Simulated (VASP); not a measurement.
Output of a VASP run:

File OUTCAR:
```
 ion  position               nearest neighbor table
   1  0.500  0.500  0.500-   2 2.35   2 2.35   2 2.35   2 2.35   2 2.35   2 2.35   2 2.35   2 2.35
  LATTYP: Found a simple cubic cell.
 ALAT       =     2.7144571153
 Subroutine PRICEL returns:
 Original cell was already a primitive cell.
 Subroutine GETGRP returns: Found 48 space group operations
The static configuration has the point symmetry O_h .
The dynamic configuration has the point symmetry O_h .
 Subroutine INISYM returns: Found 48 space group operations
 Subroutine IBZKPT returns following result:
 Found     84 irreducible k-points:

 Following reciprocal coordinates:
            Coordinates               Weight
  0.000000  0.000000  0.000000      1.000000
  0.076923  0.000000  0.000000      6.000000
  0.153846  0.000000  0.000000      6.000000
  0.230769  0.000000  0.000000      6.000000
  0.307692  0.000000  0.000000      6.000000
  0.384615  0.000000  0.000000      6.000000
  0.461538  0.000000  0.000000      6.000000
  0.076923  0.076923  0.000000     12.000000
  0.153846  0.076923  0.000000     24.000000
  0.230769  0.076923  0.000000     24.000000
  0.307692  0.076923  0.000000     24.000000
  0.384615  0.076923  0.000000     24.000000
  0.461538  0.076923  0.000000     24.000000
  0.153846  0.153846  0.000000     12.000000
  0.230769  0.153846  0.000000     24.000000
  0.307692  0.153846  0.000000     24.000000
  0.384615  0.153846  0.000000     24.000000
  0.461538  0.153846  0.000000     24.000000
  0.230769  0.230769  0.000000     12.000000
  0.307692  0.230769  0.000000     24.000000
  0.384615  0.230769  0.000000     24.000000
  0.461538  0.230769  0.000000     24.000000
  0.307692  0.307692  0.000000     12.000000
  0.384615  0.307692  0.000000     24.000000
  0.461538  0.307692  0.000000     24.000000
  0.384615  0.384615  0.000000     12.000000
  0.461538  0.384615  0.000000     24.000000
  0.461538  0.461538  0.000000     12.000000
  0.076923  0.076923  0.076923      8.000000
  0.153846  0.076923  0.076923     24.000000
  0.230769  0.076923  0.076923     24.000000
  0.307692  0.076923  0.076923     24.000000
  0.384615  0.076923  0.076923     24.000000
  0.461538  0.076923  0.076923     24.000000
  0.153846  0.153846  0.076923     24.000000
  0.230769  0.153846  0.076923     48.000000
  0.307692  0.153846  0.076923     48.000000
  0.384615  0.153846  0.076923     48.000000
  0.461538  0.153846  0.076923     48.000000
  0.230769  0.230769  0.076923     24.000000
   k-points           NKPTS =     84   k-points in BZ     NKDIM =     84   number of bands    NBANDS=     15
   number of dos      NEDOS =    301   number of ions     NIONS =      2
   total plane-waves  NPLWV =   8000
   dimension x,y,z NGX =    20 NGY =   20 NGZ =   20
   dimension x,y,z NGXF=    40 NGYF=   40 NGZF=   40
   ions per type =               1   1
   PREC   = accura    normal or accurate (medium, high low for compatibility)
   ISTART =      0    job   : 0-new  1-cont  2-samecut
   ICHARG =      2    charge: 1-file 2-atom 10-const
   ISPIN  =      1    spin polarized calculation?
   LNONCOLLINEAR =      F non collinear calculations
   LSORBIT =      F    spin-orbit coupling
   INIWAV =      1    electr: 0-lowe 1-rand  2-diag
   ENCUT  =  500.0 eV  36.75 Ry    6.06 a.u.   4.95  4.95  4.95*2*pi/ulx,y,z
   NELM   =    100;   NELMIN=  2; NELMDL= -5     # of ELM steps
   EDIFF  = 0.1E-05   stopping-criterion for ELM
   LREAL  =      F    real-space projection
   NLSPLINE    = F    spline interpolate recip. space projectors
   LMAXMIX     =    4 max onsite mixed and CHGCAR
   VOSKOWN=      0    Vosko Wilk Nusair interpolation
   EDIFFG = -.2E-01   stopping-criterion for IOM
   NSW    =     40    number of steps for IOM
   NBLOCK =      1;   KBLOCK =     40    inner block; outer block
   IBRION =      2    ionic relax: 0-MD 1-quasi-New 2-CG
   NFREE  =      1    steps in history (QN), initial steepest desc. (CG)
...
```

OSZICAR:
```
       N       E                     dE             d eps       ncg     rms          rms(c)
DAV:   1     0.939206289173E+02    0.93921E+02   -0.10529E+04  2752   0.266E+03
DAV:   2    -0.888732115791E+01   -0.10281E+03   -0.10047E+03  2625   0.353E+02
DAV:   3    -0.132579715027E+02   -0.43707E+01   -0.43594E+01  2849   0.800E+01
DAV:   4    -0.133229932018E+02   -0.65022E-01   -0.65010E-01  3481   0.902E+00
DAV:   5    -0.133245869427E+02   -0.15937E-02   -0.15937E-02  3077   0.122E+00    0.113E+01
DAV:   6    -0.135246664741E+02   -0.20008E+00   -0.15542E+01  2885   0.582E+01    0.802E+00
DAV:   7    -0.124012982933E+02    0.11234E+01   -0.59306E+00  2688   0.442E+01    0.290E+00
DAV:   8    -0.123500156685E+02    0.51283E-01   -0.20172E-01  3419   0.571E+00    0.642E-01
DAV:   9    -0.123445464654E+02    0.54692E-02   -0.12866E-02  3678   0.204E+00    0.106E-01
DAV:  10    -0.123443283100E+02    0.21816E-03   -0.36206E-04  3306   0.285E-01    0.625E-02
DAV:  11    -0.123443059277E+02    0.22382E-04   -0.55109E-05  3250   0.129E-01    0.100E-02
DAV:  12    -0.123443058805E+02    0.47182E-07   -0.35772E-06  2860   0.349E-02
   1 F= -.85992386E+01 E0= -.85996485E+01  d E =-.859924E+01
       N       E                     dE             d eps       ncg     rms          rms(c)
DAV:   1    -0.123347629840E+02    0.95429E-02   -0.36953E-02  2548   0.400E+00    0.393E-01
DAV:   2    -0.123336741593E+02    0.10888E-02   -0.19385E-02  2597   0.236E+00    0.262E-01
DAV:   3    -0.123323403552E+02    0.13338E-02   -0.80335E-03  2726   0.157E+00    0.124E-01
DAV:   4    -0.123320688993E+02    0.27146E-03   -0.53823E-04  3212   0.389E-01    0.215E-02
DAV:   5    -0.123320439186E+02    0.24981E-04   -0.29872E-05  3535   0.100E-01    0.472E-03
DAV:   6    -0.123320436381E+02    0.28043E-06   -0.10575E-06  1933   0.194E-02
   2 F= -.85991312E+01 E0= -.85995408E+01  d E =0.107408E-03
       N       E                     dE             d eps       ncg     rms          rms(c)
DAV:   1    -0.123421816809E+02   -0.10138E-01   -0.18721E-02  2555   0.286E+00    0.278E-01
DAV:   2    -0.123416337727E+02    0.54791E-03   -0.98386E-03  2590   0.167E+00    0.187E-01
DAV:   3    -0.123409575878E+02    0.67618E-03   -0.40932E-03  2712   0.111E+00    0.886E-02
DAV:   4    -0.123408187355E+02    0.13885E-03   -0.27565E-04  3189   0.280E-01    0.151E-02
DAV:   5    -0.123408061360E+02    0.12600E-04   -0.14966E-05  3526   0.712E-02    0.320E-03
DAV:   6    -0.123408059725E+02    0.16345E-06   -0.48672E-07  1555   0.132E-02
   3 F= -.85992553E+01 E0= -.85996651E+01  d E =-.167078E-04
```

### OUTCAR
```
------------------------ aborting loop because EDIFF is reached ----------------------------------------
  FORCE on cell =-STRESS in cart. coord.  units (eV):
  Direction    XX          YY          ZZ          XY          YZ          ZX
  --------------------------------------------------------------------------------------
  Total        3.7395177      3.7395177      3.7395177     -0.0000000     -0.0000000     -0.0000000
  in kB      299.8369952    299.8369952    299.8369952     -0.0000000     -0.0000000     -0.0000000
  external PRESSURE =      -0.1630048 kB  Pullay stress =     300.0000000 kB
  volume of cell :       19.98
      direct lattice vectors                 reciprocal lattice vectors
     2.713607225 -0.000000000 -0.000000000     0.368513170 -0.000000000  0.000000000
     0.000000000  2.713607225  0.000000000     0.000000000  0.368513170 -0.000000000
    -0.000000000  0.000000000  2.713607225     0.000000000 -0.000000000  0.368513170
 POSITION                                       TOTAL-FORCE (eV/Angst)
 -----------------------------------------------------------------------------------
      1.35680      1.35680      1.35680         0.000000     -0.000000      0.000000
      0.00000      0.00000      0.00000        -0.000000      0.000000      0.000000
 -----------------------------------------------------------------------------------
    total drift:                               -0.000000      0.000000      0.000000
  FREE ENERGIE OF THE ION-ELECTRON SYSTEM (eV)
  ---------------------------------------------------
  free  energy   TOTEN  =       -12.3408059725 eV

  energy  without entropy=      -12.3420354352  energy(sigma->0) =      -12.34121579
  enthalpy is  TOTEN    =        -8.5992552867 eV   P V=        3.7415506858

 reached required accuracy - stopping structural energy minimisation
```
(Selected blocks of OUTCAR.)

File POSCAR:
```
CoGa
1
    2.7144571153    -0.0000000000     0.0000000000
    0.0000000000     2.7144571153     0.0000000000
    0.0000000000    -0.0000000000     2.7144571153
Ga Co
1 1
Direct
  0.5000000000   0.5000000000   0.5000000000
  0.0000000000   0.0000000000   0.0000000000
```

Reconstruct the remaining input files.

Several could match; the one computed here: the input of the run itself, LDA (Ceperley-Alder, Perdew-Zunger), plane waves, VASP's LDA PAW potentials (set 64).

### INCAR
```
# general
SYSTEM   =  CoGa
PREC     =  Accurate
ENCUT    =  500   # plane-wave cut-off (eV)
LREAL    =  F   # projection in real space or not
LASPH    =  T   # aspherical one-centre terms

# electronic loop
EDIFF    =  1E-6   # SCF stop (eV)
NELM     =  100
ALGO     =  Normal   # blocked Davidson
LMAXMIX  =  4   # l cut-off of mixed one-centre charges

# smearing
ISMEAR   =  1
SIGMA    =  0.1   # width (eV)

# ions
IBRION   =  2   # conjugate gradients
NSW      =  40
ISIF     =  3   # ions, shape and volume
EDIFFG   =  -0.02
PSTRESS  =  300   # kbar

# output
LWAVE    =  F
LCHARG   =  F
```

### KPOINTS
```
Automatic mesh
0
Gamma
13 13 13
0 0 0
```

POTCAR, in this order: Ga_d Co (LDA.64 set). Program: vasp_std.

The compound is CoGa in the CsCl type structure. This run relaxes it under an external pressure of 30 GPa. Symmetry was kept, so distortions that lower it aren't found. The run is not spin-polarised, so no magnetic state was tried.
